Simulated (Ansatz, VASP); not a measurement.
# Ni (Ni wire along [100], 9 atoms a period): VASP beside Ansatz, part 2 of 2

Wanted: the spread between two codes on one cell, functional and k mesh. The cell is taken from a series of runs on this material, whose earlier steps may have relaxed, scaled, displaced or heated it; both programs get it as it stands.

VASP 6.6.1 and Ansatz 0.2.0.

So far: Starting point; Ansatz: single point, PBE; VASP: single point, PBE.

## 3. VASP: single point, PBE (continued)

Level of this step: PBE, spin-polarised from a ferromagnetic start; plane waves and PAW (Ni) (VASP).

Numbers of over 12 decimals in the logs are rounded to 6 here.

OUTCAR, selected parts (step 3):

```text
ion  position               nearest neighbor table
   1  0.302  0.302  0.000-   6 2.38   7 2.38   6 2.38   7 2.38   3 2.89
   2  0.302  0.698  0.000-   6 2.38   8 2.38   6 2.38   8 2.38   3 2.89
   3  0.500  0.500  0.000-   6 2.43   7 2.43   8 2.43   9 2.43   6 2.43   7 2.43   8 2.43   9 2.43
                             1 2.89   2 2.89   4 2.89   5 2.89
   4  0.698  0.302  0.000-   7 2.38   9 2.38   7 2.38   9 2.38   3 2.89
   5  0.698  0.698  0.000-   8 2.38   9 2.38   8 2.38   9 2.38   3 2.89
   6  0.296  0.500  0.500-   1 2.38   2 2.38   1 2.38   2 2.38   3 2.43   3 2.43   8 2.98   7 2.98

  LATTYP: Found a simple tetragonal cell.
 ALAT       =    10.3200000000
 C/A-ratio  =     0.2348001419

 Subroutine GETGRP returns: Found 16 space group operations
 (whereof 16 operations were pure point group operations)

The static configuration has the point symmetry D_4h.

 Found     18 irreducible k-points:

   k-points           NKPTS =     18   k-points in BZ     NKDIM =     18   number of bands    NBANDS=     65

   dimension x,y,z NGX =    80 NGY =   80 NGZ =   18
   dimension x,y,z NGXF=   160 NGYF=  160 NGZF=   36

   ENCUT  =  520.0 eV  38.22 Ry    6.18 a.u.  19.19 19.19  4.51*2*pi/ulx,y,z

   NELECT =      90.0000    total number of electrons

 k-points in reciprocal lattice and weights: Automatic mesh
   0.00000000  0.00000000  0.00000000       0.029
   0.00000000  0.00000000  0.02941176       0.059
   0.00000000  0.00000000  0.05882353       0.059
   0.00000000  0.00000000  0.08823529       0.059
   0.00000000  0.00000000  0.11764706       0.059
   0.00000000  0.00000000  0.14705882       0.059
   0.00000000  0.00000000  0.17647059       0.059
   0.00000000  0.00000000  0.20588235       0.059
   0.00000000  0.00000000  0.23529412       0.059
[...]
0.00000000  0.00000000  0.47058824       0.059
   0.00000000  0.00000000  0.50000000       0.029

 average (electrostatic) potential at core
       1 -90.2927       2 -90.2927       3 -90.6628       4 -90.2927       5 -90.2927
       6 -90.5377       7 -90.5377       8 -90.5377       9 -90.5377

 E-fermi :   0.7834

 spin component 1
 k-point     1 :       0.0000    0.0000    0.0000
  band No.  band energies     occupation
    ...
     47       0.2679      0.99997
     48       0.2867      0.99995
     49       0.3181      0.99991
     50       0.3270      0.99989
     51       0.3270      0.99989
     52       1.5049      0.00000
     53       1.5049      0.00000
     54       1.8607      0.00000
     55       1.8607      0.00000
     56       3.7325      0.00000
    ...

 k-point     2 :       0.0000    0.0000    0.0294
  band No.  band energies     occupation
    ...
     47       0.2760      0.99996
     48       0.2827      0.99996
     49       0.2827      0.99996
     50       0.3012      0.99994
     51       0.3419      0.99985
     52       1.5398      0.00000
     53       1.5398      0.00000
     54       1.9257      0.00000
     55       1.9257      0.00000
     56       3.7550      0.00000
    ...

 k-point     3 :       0.0000    0.0000    0.0588
  band No.  band energies     occupation
    ...
     47       0.1750      0.99999
     48       0.1972      0.99999
     49       0.2546      0.99997
     50       0.2894      0.99995
     51       0.4703      0.99809
     52       1.6324      0.00000
     53       1.6324      0.00000
     54       2.1075      0.00000
     55       2.1075      0.00000
     56       3.8223      0.00000
    ...

 k-point     4 :       0.0000    0.0000    0.0882
  band No.  band energies     occupation
    ...
     47       0.0511      1.00000
     48       0.1894      0.99999
     49       0.2998      0.99994
     50       0.4097      0.99943
     51       0.6340      0.95197
     52       1.7680      0.00000
     53       1.7680      0.00000
     54       2.3756      0.00000
     55       2.3756      0.00000
     56       3.9328      0.00000
    ...

 k-point     5 :       0.0000    0.0000    0.1176
  band No.  band energies     occupation
    ...
     46       0.0031      1.00000
     47       0.0301      1.00000
     48       0.1189      1.00000
     49       0.3092      0.99992
     50       0.6341      0.95195
     51       0.8201      0.32435
     52       1.9403      0.00000
     53       1.9403      0.00000
     54       2.7029      0.00000
     55       2.7029      0.00000
    ...

 k-point     6 :       0.0000    0.0000    0.1471
  band No.  band energies     occupation
    ...
     45       0.0070      1.00000
     46       0.0070      1.00000
     47       0.0545      1.00000
     48       0.0682      1.00000
     49       0.3261      0.99989
     50       0.8705      0.14888
     51       1.0246      0.00797
     52       2.1456      0.00000
     53       2.1456      0.00000
     54       3.0733      0.00000
    ...

  Total       -0.2614609     -0.2614609      0.1428496     -0.0000000     -0.0000000     -0.0000000
  in kB       -1.6232291     -1.6232291      0.8868538     -0.0000000     -0.0000000     -0.0000000
  external PRESSURE =      -0.7865348 kB  Pullay stress =       0.0000000 kB

  energy-cutoff  :      520.00
  volume of cell :      258.07
      direct lattice vectors                 reciprocal lattice vectors
    10.320000000  0.000000000  0.000000000     0.096899225  0.000000000  0.000000000
     0.000000000 10.320000000  0.000000000     0.000000000  0.096899225  0.000000000
     0.000000000  0.000000000  2.423137464     0.000000000  0.000000000  0.412688102

 POSITION                                       TOTAL-FORCE (eV/Angst)
 -----------------------------------------------------------------------------------
      3.11774      3.11774      0.00000        -0.013497     -0.013497     -0.000000
      3.11774      7.20226      0.00000        -0.013497      0.013497     -0.000000
      5.16000      5.16000      0.00000         0.000000      0.000000      0.000000
      7.20226      3.11774      0.00000         0.013497     -0.013497      0.000000
      7.20226      7.20226      0.00000         0.013497      0.013497      0.000000
      3.05164      5.16000      1.21157         0.024379      0.000000      0.000000
      5.16000      3.05164      1.21157        -0.000000      0.024379      0.000000
      5.16000      7.26836      1.21157         0.000000     -0.024379     -0.000000
      7.26836      5.16000      1.21157        -0.024379      0.000000      0.000000
 -----------------------------------------------------------------------------------
    total drift:                                0.000000     -0.000000      0.000000

  FREE ENERGIE OF THE ION-ELECTRON SYSTEM (eV)
  ---------------------------------------------------
  free  energy   TOTEN  =       -41.6095505285 eV

  energy  without entropy=      -41.5242392037  energy(sigma->0) =      -41.56689487

 total charge
# of ion       s       p       d       tot
------------------------------------------
    1        0.516   0.313   8.345   9.174
    2        0.516   0.313   8.345   9.174
    3        0.498   0.500   8.335   9.333
    4        0.516   0.313   8.345   9.174
    5        0.516   0.313   8.345   9.174
    6        0.510   0.433   8.319   9.262
    7        0.510   0.433   8.319   9.262
    8        0.510   0.433   8.319   9.262
    9        0.510   0.433   8.319   9.262
--------------------------------------------------
tot          4.603   3.482  74.989  83.074

 magnetization (x)
# of ion       s       p       d       tot
------------------------------------------
    1       -0.002  -0.011   0.751   0.738
    2       -0.002  -0.011   0.751   0.738
    3       -0.007  -0.028   0.825   0.789
    4       -0.002  -0.011   0.751   0.738
    5       -0.002  -0.011   0.751   0.738
    6       -0.007  -0.024   0.764   0.733
    7       -0.007  -0.024   0.764   0.733
    8       -0.007  -0.024   0.764   0.733
    9       -0.007  -0.024   0.764   0.733
--------------------------------------------------
tot         -0.043  -0.170   6.886   6.673

[... 6 further parts left out ...]
```

## 4. Side by side

Known differences besides the potentials themselves: VASP starts from the moments at which Ansatz ended; the data sets hold 162 valence electrons in Ansatz (on its PAW soft_1 files) and 90 in VASP; the cutoff is 420 eV in Ansatz and 520 eV in VASP; site moments are counted in spheres of each program's own size. Total energies have different zeros and are not compared.

Both answers:

| quantity | Ansatz | VASP | difference |
| --- | --- | --- | --- |
| total moment (μB) | 6.79 | 6.70 | +0.09 |
| moment on Ni3 (μB) | 0.84 | 0.79 | +0.05 |
| moment on Ni1 (μB) | 0.77 | 0.74 | +0.03 |
| moment on Ni2 (μB) | 0.77 | 0.74 | +0.03 |
| moment on Ni4 (μB) | 0.77 | 0.74 | +0.03 |
| moment on Ni5 (μB) | 0.77 | 0.74 | +0.03 |
| moment on Ni6 (μB) | 0.78 | 0.73 | +0.04 |
| moment on Ni7 (μB) | 0.78 | 0.73 | +0.04 |
| moment on Ni8 (μB) | 0.78 | 0.73 | +0.04 |

## 5. Summary of results

```json
{"difference in total moment (single point, PBE)": "0.095 μB"}
```

**Reading.** The difference in total moment is 0.095 μB (single point, PBE). The data sets hold unlike numbers of valence electrons (162 in Ansatz and 90 in VASP), so part of the differences comes from the potentials. How closely two codes agree says nothing of how well the functional describes the real material.

[Lines on the potential files, build, host, timing and source positions are cut from VASP's logs without a mark.]

[Logs are printed without paths, hosts, clocks, repeated set-up lines and the standing remarks that a program may print on its own settings, such as how far it seeks lower states.]

[Hosts, paths, dates, database ids (printed as entryN), source tags and the programs' standing remarks are cut or masked in the printed files.]
